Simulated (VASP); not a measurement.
# H2SO3 in VASP: further runs

Runs on H2SO3. Level: r2SCAN+D3(BJ). Tasks: single point.

Program: VASP 6.6.1. These are calculated values, not measurements. Logs are shortened: lines on timing, memory, paths and dates and some standing lists are left out, and cuts for length are marked.

## (1) Starting point

The cell holds a amorphous, 24 atoms: a = 8.147 Å, b = 8.147 Å, c = 8.147 Å, α = 90.00°, β = 90.00°, γ = 90.00°.

The cell was built by a generator and needn't be a form met in nature.

## (2) Single point, r2SCAN+D3(BJ)

POSCAR

```
H2SO3
1.0
    8.1472720000      0.0000000000      0.0000000000
    0.0000000000      8.1472720000      0.0000000000
    0.0000000000      0.0000000000      8.1472720000
O H S
12 8 4
Direct
    0.8090315384      0.2284077419      0.8346842968
    0.5412118314      0.3478587679      0.1635271291
    0.9471636641      0.4834869880      0.6900469261
    0.3100915251      0.5824526295      0.9776155749
    0.2966514436      0.2022640216      0.4206561411
    0.4640694456     -0.0169381850      0.2906494346
    0.0961917069      0.8096575148      0.7957387454
    0.3411571382      0.7300603196      0.6425340899
    0.9057510293      0.6501562732      0.2848929065
    0.7669070089      0.7081879677      0.0167786223
    0.6581834999      0.3140805904      0.5089679097
    0.5043528681      0.3819192486      0.7558235444
    0.8782080677      0.3268210513      0.8010902300
    0.8719360296      0.1334066176      0.8077059413
    0.6074548634      0.3646251162      0.2603939085
    0.6122417418      0.3090973273      0.0765532316
    0.9746698036      0.5967764425      0.7226836173
    0.8858670731      0.5009897792      0.5917686313
    0.3832202975      0.5944566476      1.0713033761
    0.3578621163      0.4983140369      0.9060456064
    0.3401383923      0.1076311187      0.2749877505
    0.2751595872      0.8143707489      0.7812062737
    0.8893529024      0.7496128766      0.1383898807
    0.5727561324      0.2546619286      0.6568210807
```

INCAR.step1

```
  ALGO = Normal
  EDIFF = 1E-4
  ENCUT = 520
  GGA = PE
  ISMEAR = -1
  LASPH = T
  LCHARG = F
  LREAL = Auto
  LWAVE = T
  NBANDS = 70
  NELM = 100
  PREC = Accurate
  SIGMA = 0.05
```

INCAR.step2

```
  ALGO = Normal
  EDIFF = 1E-7
  ENCUT = 520
  ISIF = 2
  ISMEAR = -1
  ISTART = 1
  IVDW = 12
  LASPH = T
  LCHARG = F
  LMIXTAU = T
  LREAL = Auto
  LWAVE = F
  METAGGA = R2SCAN
  NBANDS = 70
  NELM = 100
  PREC = Accurate
  SIGMA = 0.05
  VDW_A1 = 0.49484001
  VDW_A2 = 5.73083694
  VDW_S6 = 1.0
  VDW_S8 = 0.78981345
```

KPOINTS

```
k-points
0
Gamma
  1 1 1
```

Potentials or basis: VASP PAW PBE potentials, release 64 (O, H, S).

Started as:

```console
$ cat potpaw_PBE.64/O/POTCAR potpaw_PBE.64/H/POTCAR potpaw_PBE.64/S/POTCAR > POTCAR
$ cp INCAR.step1 INCAR
$ mpirun -np 1 vasp_gam > vasp.out
$ cp INCAR.step2 INCAR
$ mpirun -np 1 vasp_gam > vasp.out
```

OUTCAR:

```text
EDIFF = 1E-7
   ENCUT = 520
   ISIF = 2
   ISMEAR = -1
   ISTART = 1
   IVDW = 12
   LASPH = T
   LREAL = Auto
   METAGGA = R2SCAN
   NELM = 100
   PREC = Accurate
 IVDW          = 12

 ion  position               nearest neighbor table
   1  0.809  0.228  0.835-  14 0.95  13 1.02
   2  0.541  0.348  0.164-  15 0.97  16 0.97
   3  0.947  0.483  0.690-  18 0.95  17 0.99
   4  0.310  0.582  0.978-  19 0.97  20 0.98
   5  0.297  0.202  0.421-  21 1.46
   6  0.464  0.983  0.291-  21 1.44
   7  0.096  0.810  0.796-  22 1.46
   8  0.341  0.730  0.643-  22 1.43
   9  0.906  0.650  0.285-  23 1.45
  10  0.767  0.708  0.017-  23 1.45
[... 8 lines left out ...]
  19  0.383  0.594  0.071-   4 0.97
  20  0.358  0.498  0.906-   4 0.98
  21  0.340  0.108  0.275-   6 1.44   5 1.46
  22  0.275  0.814  0.781-   8 1.43   7 1.46
  23  0.889  0.750  0.138-  10 1.45   9 1.45
  24  0.573  0.255  0.657-  12 1.43  11 1.47

  LATTYP: Found a simple cubic cell.
 ALAT       =     8.1472720000

  Lattice vectors:

 A1 = (   8.1472720000,   0.0000000000,   0.0000000000)
 A2 = (   0.0000000000,   8.1472720000,   0.0000000000)
 A3 = (   0.0000000000,   0.0000000000,   8.1472720000)

Analysis of symmetry for initial positions (statically):
=====================================================================
 Subroutine PRICEL returns:
 Original cell was already a primitive cell.

 Routine SETGRP: Setting up the symmetry group for a
 simple cubic supercell.

 Subroutine GETGRP returns: Found  1 space group operations
 (whereof  1 operations were pure point group operations)
 out of a pool of 48 trial point group operations.

The static configuration has the point symmetry C_1 .

Analysis of symmetry for dynamics (positions and initial velocities):
=====================================================================
 Subroutine PRICEL returns:
 Original cell was already a primitive cell.

 Routine SETGRP: Setting up the symmetry group for a
 simple cubic supercell.

 Subroutine GETGRP returns: Found  1 space group operations
 (whereof  1 operations were pure point group operations)
 out of a pool of 48 trial point group operations.

The dynamic configuration has the point symmetry C_1 .

 Subroutine INISYM returns: Found  1 space group operations
 (whereof  1 operations are pure point group operations),
 and found     1 'primitive' translations

----------------------------------------------------------------------------------------

                                     Primitive cell

  volume of cell :     540.8000

  direct lattice vectors                    reciprocal lattice vectors
     8.147272000  0.000000000  0.000000000     0.122740471  0.000000000  0.000000000
     0.000000000  8.147272000  0.000000000     0.000000000  0.122740471  0.000000000
     0.000000000  0.000000000  8.147272000     0.000000000  0.000000000  0.122740471

  length of vectors
     8.147272000  8.147272000  8.147272000     0.122740471  0.122740471  0.122740471

  position of ions in fractional coordinates (direct lattice)
     0.809031538  0.228407742  0.834684297
     0.541211831  0.347858768  0.163527129
     0.947163664  0.483486988  0.690046926
     0.310091525  0.582452629  0.977615575
     0.296651444  0.202264022  0.420656141
     0.464069446  0.983061815  0.290649435
[... 16 lines left out ...]
     0.889352902  0.749612877  0.138389881
     0.572756132  0.254661929  0.656821081

  ion indices of the primitive-cell ions
   primitive index   ion index
                 1           1
                 2           2
                 3           3
                 4           4
                 5           5
                 6           6
[... 16 lines left out ...]
                23          23
                24          24

----------------------------------------------------------------------------------------

 KPOINTS: k-points

Automatic generation of k-mesh.
 Grid dimensions read from file:
 generate k-points for:    1    1    1

 Generating k-lattice:

  Cartesian coordinates                     Fractional coordinates (reciprocal lattice)
     0.122740471  0.000000000  0.000000000     1.000000000  0.000000000  0.000000000
     0.000000000  0.122740471  0.000000000     0.000000000  1.000000000  0.000000000
     0.000000000  0.000000000  0.122740471     0.000000000  0.000000000  1.000000000

  Length of vectors
     0.122740471  0.122740471  0.122740471

  Shift w.r.t. Gamma in fractional coordinates (k-lattice)
     0.000000000  0.000000000  0.000000000

 Subroutine IBZKPT returns following result:
 ===========================================

 Found      1 irreducible k-points:

 Following reciprocal coordinates:
            Coordinates               Weight
  0.000000  0.000000  0.000000      1.000000
   k-points           NKPTS =      1   k-points in BZ     NKDIM =      1   number of bands    NBANDS=     70
   number of dos      NEDOS =    301   number of ions     NIONS =     24
   total plane-waves  NPLWV = 262144
   dimension x,y,z NGX =    64 NGY =   64 NGZ =   64
   dimension x,y,z NGXF=   128 NGYF=  128 NGZF=  128
   ions per type =              12   8   4
   NGX,Y,Z   is equivalent  to a cutoff of  13.06, 13.06, 13.06 a.u.
   NGXF,Y,Z  is equivalent  to a cutoff of  26.12, 26.12, 26.12 a.u.
 SYSTEM =  unknown system
   PREC   = accura    normal or accurate (medium, high low for compatibility)
   ISTART =      1    job   : 0-new  1-cont  2-samecut
   ICHARG =      0    charge: 1-file 2-atom 10-const
   ISPIN  =      1    spin polarized calculation?
   LNONCOLLINEAR =      F non collinear calculations
   LSORBIT =      F    spin-orbit coupling
   LASPH  =      T    aspherical Exc in radial PAW
   ENCUT  =  520.0 eV  38.22 Ry    6.18 a.u.  15.15 15.15 15.15*2*pi/ulx,y,z
   NELM   =    100;   NELMIN=  2; NELMDL=  0     # of ELM steps
   EDIFF  = 0.1E-06   stopping-criterion for ELM
   LREAL  =      T    real-space projection
   EDIFFG = 0.1E-05   stopping-criterion for IOM
   NSW    =      0    number of steps for IOM
   IBRION =     -1    ionic relax: 0-MD 1-quasi-New 2-CG
   NFREE  =      0    steps in history (QN), initial steepest desc. (CG)
   ISIF   =      2    stress and relaxation
   ISYM   =      2    0-nonsym 1-usesym 2-fastsym
   POTIM  = 0.5000    time-step for ionic-motion
   TEBEG  =    0.0;   TEEND  =   0.0 temperature during run
   PSTRESS=    0.0 pullay stress
   NELECT =     104.0000    total number of electrons
   NUPDOWN=      -1.0000    fix difference up-down
   EMIN   =  10.00;   EMAX   =-10.00  energy-range for DOS
   EFERMI =   0.00;   METHOD = LEGACY
   ISMEAR =    -1;   SIGMA  =   0.05  broadening in eV -4-tet -1-fermi 0-gaus
   EFERMI_NEDOS =   21; number of points for ismear=-14 and -15
   IALGO  =     38    algorithm
   IMIX   =      4    mixing-type and parameters
     AMIX     =   0.40;   BMIX     =  1.00
     AMIX_MAG =   1.60;   BMIX_MAG =  1.00
  volume/ion in A,a.u.               =      22.53       152.06
  Fermi-wavevector in a.u.,A,eV,Ry     =   0.944946  1.785689 12.148958  0.892923
  Thomas-Fermi vector in A             =   2.072800
   LORBIT       =      0    0 simple, 1 ext, 2 COOP (PROOUT), +10 PAW based schemes
   METAGGA = R2SCAN    functional components
   LHFCALC =     F    Hartree Fock is set to
   AEXX    =    0.0000 exact exchange contribution
   IVDW    =    12    specifies the selected vdW correction
   LEPSILON=     F    determine dielectric tensor
   LRPA    =     F    only Hartree local field effects (RPA)
 non-spin polarized calculation
  energy-cutoff  :      520.00
  volume of cell :      540.80
 maximum number of plane-waves:      7266
 NGX is ok and might be reduce to    64
   NGX = 31   NGY = 31   NGZ = 31

 number of electron     104.0000000 magnetization

 Free energy of the ion-electron system (eV)
  ---------------------------------------------------
  ext. energy  EPLUGINS =         0.00000000
  ---------------------------------------------------
  free energy    TOTEN  =      -154.92639820 eV

  energy without entropy =     -154.92639820  energy(sigma->0) =     -154.92639820

 E-fermi :  -3.2607     XC(G=0):  -5.5923

 val. band max:       -4.4950272089   @ k =   0.0000   0.0000   0.0000
 cond. band min:      -1.2791397990   @ k =   0.0000   0.0000   0.0000
 fundamental gap:      3.2158874099
 Fermi energy:        -3.2606689330

 k-point     1 :       0.0000    0.0000    0.0000
  band No.  band energies     occupation
      1     -27.0643      2.00000
      2     -26.8108      2.00000
      3     -26.7424      2.00000
      4     -26.7024      2.00000
      5     -24.6741      2.00000
      6     -24.3344      2.00000
[... 56 lines left out ...]
     63       3.9614      0.00000
     64       4.1278      0.00000
 [bands above 64 left out]

------------------------ aborting loop because EDIFF is reached ----------------------------------------

 Edisp (eV)   -0.48435

 E8    (eV) :    -0.0940

  FORCE on cell =-STRESS in cart. coord.  units (eV):
  Direction    XX          YY          ZZ          XY          YZ          ZX
  --------------------------------------------------------------------------------------
  -------------------------------------------------------------------------------------
  Total      -3.67878    -4.40154    -5.87367    -1.45363     0.94246     0.61122
  in kB     -10.89877   -13.04004   -17.40137    -4.30653     2.79213     1.81080
  external pressure =      -13.78 kB  Pullay stress =        0.00 kB

 VOLUME and BASIS-vectors are now :
 -----------------------------------------------------------------------------
  energy-cutoff  :      520.00
  volume of cell :      540.80
      direct lattice vectors                 reciprocal lattice vectors
     8.147272000  0.000000000  0.000000000     0.122740471  0.000000000  0.000000000
     0.000000000  8.147272000  0.000000000     0.000000000  0.122740471  0.000000000
     0.000000000  0.000000000  8.147272000     0.000000000  0.000000000  0.122740471

 POSITION                                       TOTAL-FORCE (eV/Angst)
 -----------------------------------------------------------------------------------
      6.59140      1.86090      6.80040         0.144104      1.110207      0.188403
      4.40940      2.83410      1.33230        -0.358584     -0.038103     -0.209176
      7.71680      3.93910      5.62200         0.463302      1.001858      0.659594
      2.52640      4.74540      7.96490        -0.060446      0.008213     -0.128565
      2.41690      1.64790      3.42720         0.318142     -0.722452     -0.837702
      3.78090      8.00927      2.36800        -0.079271      0.084793      0.037184
[... 16 lines left out ...]
      7.24580      6.10730      1.12750        -0.288697     -0.420218      0.125705
      4.66640      2.07480      5.35130         1.106975      0.387551     -1.763461
 -----------------------------------------------------------------------------------
    total drift:                               -0.007293      0.000072     -0.000880

  FREE ENERGIE OF THE ION-ELECTRON SYSTEM (eV)
  ---------------------------------------------------
  free  energy   TOTEN  =      -155.4107476090 eV

  energy  without entropy=     -155.4107476089  energy(sigma->0) =     -155.41074761
```

Wall time 3 min (1 thread of Intel Xeon 6975P-C (Granite Rapids), shared host); peak memory 0.62 GiB.

Results:

```yaml
Free_energy: -155.4107 eV
Pressure: -1.4 GPa
Largest_force: 2.118 eV/Å
Band_gap_on_the_k_mesh: 3.22 eV, direct
Dispersion_energy_per_atom: -0.020 eV
```

Forces on the atoms (eV/Å):
```
O    0.144  1.110  0.188
O   -0.359 -0.038 -0.209
O    0.463  1.002  0.660
O   -0.060  0.008 -0.129
O    0.318 -0.722 -0.838
O   -0.079  0.085  0.037
O    0.654  0.142  0.094
O    0.271 -0.025 -0.212
O   -0.229  0.340 -0.748
O    0.476  0.033  0.634
O   -0.614 -0.658  1.144
O   -0.499  0.337  0.576
H   -0.633 -0.526 -0.056
H    0.362 -0.575 -0.156
H    0.198 -0.080  0.145
H    0.155  0.068  0.079
H    0.089 -0.721  0.123
H   -0.454 -0.278 -0.696
H   -0.008 -0.290 -0.348
H    0.108  0.325  0.390
S   -0.128  0.699  0.786
S   -0.993 -0.202  0.172
S   -0.289 -0.420  0.126
S    1.107  0.388 -1.763
```

Stress tensor (GPa, compression positive):
```
-1.09 -0.43  0.18
-0.43 -1.30  0.28
 0.18  0.28 -1.74
```

Caveat: the PAW data sets were made with another functional, which shifts forces and pressure a little.

(Part 1 of 2 ends here.)
